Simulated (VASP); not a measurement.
Level of theory: PBE GGA with D3 dispersion (zero damping), VASP's PBE PAW potentials (set 64) (plane waves; VASP).

A VASP calculation is set up with these files.

KPOINTS:
```
Automatic mesh
0
Gamma
8 8 8
0 0 0
```

**POSCAR**
```
KF
1
    0.0000000000     2.6750000000     2.6750000000
    2.6750000000     0.0000000000     2.6750000000
    2.6750000000     2.6750000000     0.0000000000
K F
1 1
Direct
  0.0000000000   0.0000000000   0.0000000000
  0.5000000000   0.5000000000   0.5000000000
```

INCAR:
```
SYSTEM  =  KF
PREC  =  Accurate; ENCUT  =  520; LREAL  =  .False.
LASPH  =  .True.
EDIFF  =  1E-6; NELM  =  100; ALGO  =  Normal
ISMEAR  =  0; SIGMA  =  0.05
GGA  =  PE; IVDW  =  11
IBRION  =  2; NSW  =  60; ISIF  =  3
EDIFFG  =  -0.01
LWAVE  =  .False.; LCHARG  =  .False.
```

POTCAR, in this order: K_sv F (PBE.64 set). Program: vasp_std.

Problem. What will the output report for the number of irreducible k-points (NKPTS), largest plane-wave count, number of space-group operations, FFT grid (NGX, NGY, NGZ)?

Solution. 
The number of irreducible k-points (NKPTS) is 29 and the largest plane-wave count is 1056. The number of space-group operations is 48 and the FFT grid (NGX, NGY, NGZ) comes out as 28 × 28 × 28.

The compound is KF in the rock salt structure. This run relaxes it. Symmetry was kept, so distortions that lower it aren't found.
